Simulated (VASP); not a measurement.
Output of a VASP run:

### OUTCAR
```
 ion  position               nearest neighbor table
   1  0.750  0.250  0.500-   8 2.47   5 2.47   7 2.47   6 2.47
   2  0.250  0.750  0.500-   8 2.42   6 2.42   7 2.42   5 2.42
   3  0.000  0.000  0.000-   5 2.42   6 2.42   8 2.42   7 2.42
   4  0.500  0.500  0.000-   5 2.60   6 2.60   8 2.60   7 2.60
   5  0.630  0.637  0.526-   2 2.42   3 2.42   1 2.47   4 2.60
   6  0.363  0.890  0.993-   2 2.42   3 2.42   1 2.47   4 2.60
   7  0.110  0.104  0.474-   2 2.42   3 2.42   1 2.47   4 2.60
   8  0.896  0.370  0.007-   2 2.42   3 2.42   1 2.47   4 2.60
  LATTYP: Found a body centered tetragonal cell.
 ALAT       =     5.7297160000
 C/A-ratio  =     1.9891048701
 Subroutine PRICEL returns:
 Original cell was already a primitive cell.
 Subroutine GETGRP returns: Found  4 space group operations
The static configuration has the point symmetry S_4 .
The dynamic configuration has the point symmetry S_4 .
 Subroutine INISYM returns: Found  4 space group operations
 Subroutine IBZKPT returns following result:
 Found    554 irreducible k-points:

 Following reciprocal coordinates:
            Coordinates               Weight
  0.000000  0.000000  0.000000      1.000000
  0.062500  0.000000 -0.000000      8.000000
  0.125000  0.000000 -0.000000      8.000000
  0.187500 -0.000000  0.000000      8.000000
  0.250000  0.000000 -0.000000      8.000000
  0.312500  0.000000 -0.000000      8.000000
  0.375000 -0.000000  0.000000      8.000000
  0.437500  0.000000 -0.000000      8.000000
  0.500000  0.000000 -0.000000      4.000000
  0.062500  0.062500 -0.000000      8.000000
  0.125000  0.062500  0.000000      8.000000
 -0.125000 -0.062500  0.187500      8.000000
  0.187500  0.062500 -0.000000      8.000000
 -0.187500 -0.062500  0.250000      8.000000
  0.250000  0.062500 -0.000000      8.000000
 -0.250000 -0.062500  0.312500      8.000000
  0.312500  0.062500  0.000000      8.000000
 -0.312500 -0.062500  0.375000      8.000000
  0.375000  0.062500  0.000000      8.000000
 -0.375000 -0.062500  0.437500      8.000000
  0.437500  0.062500 -0.000000      8.000000
 -0.437500 -0.062500  0.500000      8.000000
  0.500000  0.062500  0.000000      8.000000
  0.500000 -0.062500 -0.437500      8.000000
 -0.437500  0.062500  0.000000      8.000000
  0.437500 -0.062500 -0.375000      8.000000
 -0.375000  0.062500 -0.000000      8.000000
  0.375000 -0.062500 -0.312500      8.000000
 -0.312500  0.062500  0.000000      8.000000
  0.312500 -0.062500 -0.250000      8.000000
 -0.250000  0.062500  0.000000      8.000000
  0.250000 -0.062500 -0.187500      8.000000
 -0.187500  0.062500 -0.000000      8.000000
  0.187500 -0.062500 -0.125000      8.000000
 -0.125000  0.062500  0.000000      8.000000
  0.125000 -0.062500 -0.062500      8.000000
 -0.062500  0.062500  0.000000      4.000000
  0.125000  0.125000 -0.000000      8.000000
  0.187500  0.125000 -0.000000      8.000000
 -0.187500 -0.125000  0.312500      8.000000
   k-points           NKPTS =    554   k-points in BZ     NKDIM =    554   number of bands    NBANDS=     43
   number of dos      NEDOS =    301   number of ions     NIONS =      8
   total plane-waves  NPLWV =  64000
   dimension x,y,z NGX =    40 NGY =   40 NGZ =   40
   dimension x,y,z NGXF=    80 NGYF=   80 NGZF=   80
   ions per type =               1   2   1   4
   PREC   = accura    normal or accurate (medium, high low for compatibility)
   ISTART =      0    job   : 0-new  1-cont  2-samecut
   ICHARG =      2    charge: 1-file 2-atom 10-const
   ISPIN  =      1    spin polarized calculation?
   LNONCOLLINEAR =      F non collinear calculations
   LSORBIT =      F    spin-orbit coupling
   INIWAV =      1    electr: 0-lowe 1-rand  2-diag
   ENCUT  =  300.0 eV  22.05 Ry    4.70 a.u.   9.87  9.87  9.87*2*pi/ulx,y,z
   NELM   =    100;   NELMIN=  2; NELMDL= -5     # of ELM steps
   EDIFF  = 0.1E-05   stopping-criterion for ELM
   LREAL  =      F    real-space projection
...
```

File OSZICAR:
```
       N       E                     dE             d eps       ncg     rms          rms(c)
DAV:   1     0.570696762354E+03    0.57070E+03   -0.23210E+04 47762   0.137E+03
DAV:   2     0.544371210829E+02   -0.51626E+03   -0.50348E+03 47749   0.385E+02
DAV:   3    -0.264298201655E+02   -0.80867E+02   -0.79396E+02 62021   0.165E+02
DAV:   4    -0.311630519835E+02   -0.47332E+01   -0.46826E+01 59293   0.407E+01
DAV:   5    -0.313614197714E+02   -0.19837E+00   -0.19799E+00 66516   0.883E+00    0.124E+01
DAV:   6    -0.314205381953E+02   -0.59118E-01   -0.33620E+01 72222   0.875E+01    0.955E+00
DAV:   7    -0.294716790945E+02    0.19489E+01   -0.82132E+00 61999   0.661E+01    0.479E+00
DAV:   8    -0.296799641865E+02   -0.20829E+00   -0.39837E+00 73797   0.231E+01    0.331E+00
DAV:   9    -0.295655185719E+02    0.11445E+00   -0.12525E+00 65617   0.184E+01    0.696E-01
DAV:  10    -0.295623058529E+02    0.32127E-02   -0.94505E-02 68981   0.550E+00    0.206E-01
DAV:  11    -0.295634532833E+02   -0.11474E-02   -0.12230E-02 73481   0.171E+00    0.141E-01
DAV:  12    -0.295635381570E+02   -0.84874E-04   -0.16233E-03 74232   0.933E-01    0.801E-02
DAV:  13    -0.295635305896E+02    0.75674E-05   -0.10328E-03 75202   0.534E-01    0.264E-02
DAV:  14    -0.295635373704E+02   -0.67808E-05   -0.16440E-04 72720   0.196E-01    0.135E-02
DAV:  15    -0.295635422924E+02   -0.49219E-05   -0.24675E-05 62393   0.414E-02    0.456E-03
DAV:  16    -0.295635430000E+02   -0.70764E-06   -0.11296E-06 39664   0.876E-03
   1 F= -.29563543E+02 E0= -.29563578E+02  d E =0.105184E-03
```

File OUTCAR:
```
------------------------ aborting loop because EDIFF is reached ----------------------------------------
  FORCE on cell =-STRESS in cart. coord.  units (eV):
  Direction    XX          YY          ZZ          XY          YZ          ZX
  --------------------------------------------------------------------------------------
  Total        1.3016329      1.3016329      1.4317307     -0.0000001      0.0000000     -0.0000000
  in kB       11.1473623     11.1473623     12.2615381     -0.0000008      0.0000000     -0.0000000
  external PRESSURE =      11.5187542 kB  Pullay stress =       0.0000000 kB
  volume of cell :      187.08
      direct lattice vectors                 reciprocal lattice vectors
    -2.864858000  2.864858000  5.698503000     0.000000000  0.174528720  0.087742342
     2.864858000 -2.864858000  5.698503000     0.174528720  0.000000000  0.087742342
     2.864858000  2.864858000 -5.698503000     0.174528720  0.174528720  0.000000000
 POSITION                                       TOTAL-FORCE (eV/Angst)
 -----------------------------------------------------------------------------------
      0.00000      2.86486      2.84925         0.000000     -0.000000      0.000000
      2.86486      0.00000      2.84925         0.000000     -0.000000      0.000000
      0.00000      0.00000      0.00000         0.000000     -0.000000      0.000000
      0.00000      0.00000      5.69850         0.000000     -0.000000      0.000000
      1.52703      1.48818      4.21712         0.113254      0.008207     -0.044336
      4.35304      1.33783      1.48138         0.008207     -0.113254      0.044336
      1.33783      1.37668     -1.48138        -0.113254     -0.008207     -0.044336
     -1.48818      1.52703      7.17989        -0.008207      0.113254      0.044336
 -----------------------------------------------------------------------------------
    total drift:                                0.000110      0.000110      0.000085
  FREE ENERGIE OF THE ION-ELECTRON SYSTEM (eV)
  ---------------------------------------------------
  free  energy   TOTEN  =       -29.5635430000 eV

  energy  without entropy=      -29.5636481838  energy(sigma->0) =      -29.56357806
```
(Selected blocks of OUTCAR.)

### POSCAR
```
ZnCu2SnSe4
1
   -2.8648580000     2.8648580000     5.6985030000
    2.8648580000    -2.8648580000     5.6985030000
    2.8648580000     2.8648580000    -5.6985030000
Zn Cu Sn Se
1 2 1 4
Direct
  0.7500000000   0.2500000000   0.5000000000
  0.2500000000   0.7500000000   0.5000000000
  0.0000000000   0.0000000000   0.0000000000
  0.5000000000   0.5000000000   0.0000000000
  0.6297500000   0.6365300000   0.5262400000
  0.3634700000   0.8897100000   0.9932200000
  0.1102900000   0.1035100000   0.4737600000
  0.8964900000   0.3702500000   0.0067800000
```

### Question
Reconstruct the remaining input files.

### Answer
Several could match; the one computed here: the input of the run itself, PBE GGA, plane waves, VASP's PBE PAW potentials (set 64).

**INCAR**
```
SYSTEM = ZnCu2SnSe4
PREC = Accurate; ENCUT = 300; LREAL = .False.
LASPH = .True.
EDIFF = 1E-6; NELM = 100; ALGO = Normal
LMAXMIX = 4
ISMEAR = 1; SIGMA = 0.05
GGA = PE
ISIF = 2
LWAVE = .False.; LCHARG = .False.
```

KPOINTS:
```
kpoints
0
Gamma
  16 16 16
```

POTCAR, in this order: Zn Cu Sn_d Se (PBE.64 set). Program: vasp_std.

At this cut-off the stress carries a Pulay error, which pulls relaxed volumes low.

The structure comes from a computed database's ZnCu2SnSe4 entry, a phase known from measurement. The cell was not relaxed at this level. The run is one of a series of settings (KPOINTS 16×16×16 Γ-centred mesh against the base run), some of them coarse on purpose.
